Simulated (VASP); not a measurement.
Input:

```xyz
3
Lattice="2.9197 0.0000 0.0000 -1.4598 2.5285 0.0000 0.0000 0.0000 4.7100" Properties=species:S:1:pos:R:3 pbc="T T T"
Ti     0.0000     0.0000     0.0000
H      0.0000     1.6857     1.1869
H      1.4598     0.8428     3.5231
```

All values below come from PBE GGA, VASP's PBE PAW potentials (set 64) (plane waves; VASP 6.6.1). Numerical set-up: 300 eV cut-off, 13×13×7 Γ-centred mesh, Fermi-Dirac smearing of 0.10 eV, potentials Ti_sv H.

Task: Give the energies of bands 5 to 10 at the high-symmetry points, in eV from the Fermi level.

Result: 
```
band      Γ      M      K      A      L      H
----  -----  -----  -----  -----  -----  -----
5     -7.41  -4.46  -3.61  -6.60  -4.65  -3.61
6     -3.04  -3.23  -3.61  -4.97  -2.72  -3.61
7     -1.23  -1.30  -0.03  -0.22  -1.50  -0.14
8      0.72   0.68  -0.03   0.73   1.31  -0.14
9      0.72   1.52   1.08   0.73   1.48   1.51
10     2.05   3.20   3.56   2.04   3.20   4.00
```

It has no gap at this level: it comes out as a metal or semimetal.

The structure was generated: TiH2 was put into an ordered model structure, which need not be its known phase. The cell was not relaxed at this level.
